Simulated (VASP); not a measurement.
Here is the system:

```yaml
crystal:
  lattice:
    - [0.00000, 3.54447, 3.54447]
    - [3.54447, 0.00000, 3.54447]
    - [3.54447, 3.54447, 0.00000]
  atoms:
    - { symbol: Ba, position: [0.00000, 0.00000, 0.00000] }
    - { symbol: Te, position: [0.50000, 0.50000, 0.50000] }
```

Method: PBE GGA, VASP's PBE PAW potentials (set 64) (plane waves; VASP). Settings: 520 eV cut-off, 6×6×6 Γ-centred mesh, Gaussian smearing of 0.050 eV, potentials Ba_sv Te.

Unless said otherwise, spin-orbit coupling is left out, though it shifts the bands of the heavy elements here.

### Question
What does the run give for the energy per atom (σ→0), band gap (on the k-mesh) with the smallest direct gap where there is one?

### Answer

The band gap (on the k-mesh) comes out as 1.60 eV, the smallest direct gap (on the k-mesh) is 1.98 eV and the energy per atom (σ→0) is -4315 meV/atom.

Only differences to runs with the same potentials and settings are physical.

The compound is BaTe in the rock salt structure. It was relaxed first.
